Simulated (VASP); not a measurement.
Consider the following.

```xyz
2
Lattice="0.0000 2.9581 2.9581 2.9581 0.0000 2.9581 2.9581 2.9581 0.0000" Properties=species:S:1:pos:R:3 pbc="T T T"
Cd     0.0000     0.0000     0.0000
S      1.4791     1.4791     1.4791
```

The numbers are results of optB88-vdW, VASP's PBE PAW potentials (set 64) (plane waves; VASP), not measurements. Settings: 520 eV cut-off, 9×9×9 Γ-centred mesh, tetrahedra with Blöchl corrections, potentials Cd S.

### Question
Predict the energy per atom (σ→0), band gap (on the k-mesh) with the smallest direct gap where there is one.

### Answer

```
Item                                        Result
-----------------------------------  -------------
band gap (on the k-mesh)                   0.92 eV
smallest direct gap (on the k-mesh)        0.92 eV
energy per atom (σ→0)                -666 meV/atom
```

Only differences to runs with the same potentials and settings are physical.

The compound is CdS in the zinc blende structure, a metastable form; wurtzite is the usual one. It was relaxed first, which changed the volume by +5 %.
